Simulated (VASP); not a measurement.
VASP runs on ScBi (space group P6_3/mmc) share one base input (PBE GGA, plane waves, VASP's PBE PAW potentials (set 64)) and change the settings named in each case.

INCAR:
```
SYSTEM  =  ScBi
PREC  =  Accurate; ENCUT  =  300; LREAL  =  F
LASPH  =  T
EDIFF  =  1E-6; NELM  =  100; ALGO  =  Normal
LMAXMIX  =  4
ISMEAR  =  -1; SIGMA  =  0.1
GGA  =  PE
ISIF  =  2
LWAVE  =  F; LCHARG  =  F
```

POSCAR:
```
ScBi
1
    4.6242900000     0.0000000000     0.0000000000
   -2.3121450000     4.0047520000     0.0000000000
    0.0000000000     0.0000000000     6.4451280000
Sc Bi
2 2
Direct
  0.0000000000   0.0000000000   0.0000000000
  0.0000000000   0.0000000000   0.5000000000
  0.3333330000   0.6666670000   0.2500000000
  0.6666670000   0.3333330000   0.7500000000
```

### KPOINTS
```
Automatic mesh
0
gamma
5 5 3
0 0 0
```

POTCAR, in this order: Sc_sv Bi_d (PBE.64 set). Program: vasp_std.

```csv
change,E(σ→0) (eV/atom),pressure (GPa),−TS (eV)
base run,-5.6515,-2.78,-0.0436
"GGA removed, POTCAR Sc_sv Bi_d (LDA.64 set)",-6.2361,-6.72,-0.0457
"GGA_COMPAT = .FALSE., LNONCOLLINEAR = .TRUE., LSORBIT = .TRUE., MAGMOM = 0.0 0.0 0.0 0.0 0.0 0.0 0.0 0.0 0.0 0.0 0.0 0.0, program vasp_ncl",-6.0292,-2.68,-0.0502
KPOINTS 6×6×4 Γ-centred mesh,-5.6523,-2.78,-0.0464
```
 Energies of different potentials or functionals have different zeros.  Unless said otherwise, spin-orbit coupling is left out, though it shifts the bands of the heavy elements here. At 300 eV the pressure can carry a Pulay error.

Left out are runs that ran out of time, are held back, or changed the cell or the kind of run, fixed moments of cells without a moment, rows past the twelfth, gaps on odd meshes, pressures of charged cells and columns that move by less than the noise.

The structure was generated: ScBi was put into an ordered model structure, which need not be its known phase. The cell was not relaxed at this level.
